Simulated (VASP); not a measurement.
Here is the system:

```yaml
crystal:
  lattice:
    - [4.80891, -2.35396, 0.09465]
    - [4.80891, 2.35396, 0.09465]
    - [3.58013, 0.00000, 3.98226]
  atoms:
    - { symbol: Cr, position: [0.84083, 0.84083, 0.84083], spin: -2.2 }
    - { symbol: Cr, position: [0.34083, 0.34083, 0.34083], spin: -2.2 }
    - { symbol: Cr, position: [0.15917, 0.15917, 0.15917], spin: 2.2 }
    - { symbol: Cr, position: [0.65917, 0.65917, 0.65917], spin: 2.2 }
    - { symbol: O, position: [0.42646, 0.07354, 0.75000] }
    - { symbol: O, position: [0.07354, 0.75000, 0.42646] }
    - { symbol: O, position: [0.57354, 0.92646, 0.25000] }
    - { symbol: O, position: [0.25000, 0.57354, 0.92646] }
    - { symbol: O, position: [0.92646, 0.25000, 0.57354] }
    - { symbol: O, position: [0.75000, 0.42646, 0.07354] }
```

The numbers are results of LDA (Ceperley-Alder, Perdew-Zunger), VASP's LDA PAW potentials (set 64) (plane waves; VASP), not measurements. Settings: 520 eV cut-off, 6×6×6 Γ-centred mesh, tetrahedra with Blöchl corrections, potentials Cr_pv O.

**Question.** Estimate the cell moment, energy per atom (σ→0).

**Answer.** 
The cell moment is 0.00 μB. The energy per atom (σ→0) comes out as -9.638 eV/atom.

**Question.** Give the moment on each site (PAW-sphere projection).

**Answer.** 
```csv
site,moment (μB)
Cr1,-2.18
Cr2,-2.18
Cr3,2.18
Cr4,2.18
O5,0.00
O6,0.00
O7,0.00
O8,0.00
O9,0.00
O10,0.00
```

Only differences to runs with the same potentials and settings are physical.

The compound is Cr2O3 in the corundum structure. It was relaxed first, which changed the volume by -8 %.
